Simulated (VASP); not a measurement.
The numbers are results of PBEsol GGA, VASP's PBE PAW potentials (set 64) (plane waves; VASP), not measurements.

The input files of a VASP run:

### KPOINTS
```
Automatic mesh
0
Gamma
  11 11 11
0 0 0
```

INCAR:
```
LWAVE = .FALSE.
ISIF = 3   ! ions, shape and volume
ISMEAR = 1   ! Methfessel-Paxton
PREC = Accurate
ENCUT = 400   ! plane-wave cut-off (eV)
EDIFF = 1E-6   ! SCF stop (eV)
LASPH = .TRUE.   ! aspherical one-centre terms
LCHARG = .FALSE.
NSW = 60   ! most ionic steps
LREAL = .FALSE.   ! projection in real space or not
NELM = 100   ! most electronic steps
IBRION = 2   ! conjugate gradients
ALGO = Normal
EDIFFG = -0.01
LMAXMIX = 4
SYSTEM = Y
GGA = PS
SIGMA = 0.1   ! width (eV)
```

POSCAR:
```
Y
1
    0.0000000000     2.5478580000     2.5478580000
    2.5478580000     0.0000000000     2.5478580000
    2.5478580000     2.5478580000     0.0000000000
Y
1
Direct
  0.0000000000   0.0000000000   0.0000000000
```

POTCAR, in this order: Y_sv (PBE.64 set). Program: vasp_std.

Output

**OSZICAR**
```
       N       E                     dE             d eps       ncg     rms          rms(c)
DAV:   1     0.145829049039E+02    0.14583E+02   -0.51604E+03  1032   0.908E+02
DAV:   2    -0.612586953730E+01   -0.20709E+02   -0.20307E+02  1175   0.138E+02
DAV:   3    -0.698748585425E+01   -0.86162E+00   -0.85518E+00  1512   0.203E+01
DAV:   4    -0.700991789766E+01   -0.22432E-01   -0.22419E-01  1314   0.286E+00
DAV:   5    -0.701038271822E+01   -0.46482E-03   -0.46473E-03  1533   0.276E-01    0.222E+01
DAV:   6    -0.682092676329E+01    0.18946E+00   -0.26384E-01  1069   0.403E+00    0.132E+01
DAV:   7    -0.678350771807E+01    0.37419E-01   -0.37345E-01  1064   0.461E+00    0.134E+00
DAV:   8    -0.678128623790E+01    0.22215E-02   -0.51611E-02  1208   0.193E+00    0.637E-01
DAV:   9    -0.678080127127E+01    0.48497E-03   -0.11871E-03  1386   0.292E-01    0.146E-01
DAV:  10    -0.678074085953E+01    0.60412E-04   -0.39136E-04  1234   0.221E-01    0.496E-02
DAV:  11    -0.678073314505E+01    0.77145E-05   -0.18533E-05  1161   0.475E-02    0.221E-02
DAV:  12    -0.678073257872E+01    0.56633E-06   -0.55883E-06  1153   0.262E-02
   1 F= -.67807326E+01 E0= -.67807902E+01  d E =-.678073E+01
       N       E                     dE             d eps       ncg     rms          rms(c)
DAV:   1    -0.750116209723E+01   -0.72043E+00   -0.14623E+01  1456   0.305E+01    0.603E+00
DAV:   2    -0.686654505089E+01    0.63462E+00   -0.97786E-01  1200   0.844E+00    0.221E+00
DAV:   3    -0.676253106796E+01    0.10401E+00   -0.96360E-01  1450   0.632E+00    0.167E+00
DAV:   4    -0.677415246221E+01   -0.11621E-01   -0.14007E-02  1034   0.111E+00    0.114E+00
DAV:   5    -0.679941402708E+01   -0.25262E-01   -0.34809E-02  1505   0.927E-01    0.228E-01
DAV:   6    -0.680033992177E+01   -0.92589E-03   -0.10448E-03  1227   0.262E-01    0.285E-01
DAV:   7    -0.680282562320E+01   -0.24857E-02   -0.44925E-03  1541   0.417E-01    0.313E-02
DAV:   8    -0.680282936132E+01   -0.37381E-05   -0.36049E-05  1053   0.420E-02    0.374E-03
DAV:   9    -0.680283365899E+01   -0.42977E-05   -0.16113E-05  1482   0.174E-02    0.416E-03
DAV:  10    -0.680283362109E+01    0.37902E-07   -0.18299E-07   547   0.443E-03
   2 F= -.68028336E+01 E0= -.68025782E+01  d E =-.221010E-01
       N       E                     dE             d eps       ncg     rms          rms(c)
DAV:   1    -0.681093092082E+01   -0.80973E-02   -0.15678E-01  1544   0.308E+00    0.674E-01
DAV:   2    -0.680354758807E+01    0.73833E-02   -0.13715E-02  1320   0.959E-01    0.218E-01
DAV:   3    -0.680262101148E+01    0.92658E-03   -0.96574E-03  1442   0.607E-01    0.171E-01
DAV:   4    -0.680272298422E+01   -0.10197E-03   -0.10206E-04  1043   0.870E-02    0.141E-01
DAV:   5    -0.680311592524E+01   -0.39294E-03   -0.61574E-04  1511   0.131E-01    0.298E-02
DAV:   6    -0.680311202615E+01    0.38991E-05   -0.44328E-06  1023   0.177E-02    0.282E-02
DAV:   7    -0.680314173149E+01   -0.29705E-04   -0.52261E-05  1592   0.537E-02    0.567E-03
DAV:   8    -0.680314189115E+01   -0.15966E-06   -0.93166E-07   574   0.687E-03
   3 F= -.68031419E+01 E0= -.68028940E+01  d E =-.224093E-01
```

### OUTCAR
```
------------------------ aborting loop because EDIFF is reached ----------------------------------------
  FORCE on cell =-STRESS in cart. coord.  units (eV):
  Direction    XX          YY          ZZ          XY          YZ          ZX
  --------------------------------------------------------------------------------------
  Total        0.0006784      0.0006784      0.0006784     -0.0000000     -0.0000000      0.0000000
  in kB        0.0354572      0.0354572      0.0354572     -0.0000000     -0.0000000      0.0000000
  external PRESSURE =       0.0354572 kB  Pullay stress =       0.0000000 kB
  volume of cell :       30.65
      direct lattice vectors                 reciprocal lattice vectors
    -0.000000000  2.483986664  2.483986664    -0.201289325  0.201289325  0.201289325
     2.483986664  0.000000000  2.483986664     0.201289325 -0.201289325  0.201289325
     2.483986664  2.483986664 -0.000000000     0.201289325  0.201289325 -0.201289325
 POSITION                                       TOTAL-FORCE (eV/Angst)
 -----------------------------------------------------------------------------------
      0.00000      0.00000      0.00000         0.000000      0.000000     -0.000000
 -----------------------------------------------------------------------------------
    total drift:                               -0.000000      0.000000      0.000000
  FREE ENERGIE OF THE ION-ELECTRON SYSTEM (eV)
  ---------------------------------------------------
  free  energy   TOTEN  =        -6.8031418912 eV

  energy  without entropy=       -6.8023981469  energy(sigma->0) =       -6.80289398

 reached required accuracy - stopping structural energy minimisation
```
(Selected blocks of OUTCAR.)

### CONTCAR
```
Y
   1.00000000000000
    -0.0000000000000000    2.4839866636273502    2.4839866636273502
     2.4839866636273502    0.0000000000000000    2.4839866636273502
     2.4839866636273502    2.4839866636273502   -0.0000000000000000
  Y
     1
Direct
     0.0000000000000000    0.0000000000000000    0.0000000000000000
```

Energy and stress use the plane-wave basis of the starting cell.

The structure was generated: Y was put into the fcc type (Fm-3m), which need not be its known phase. This run relaxes it. Symmetry was kept, so distortions that lower it aren't found.
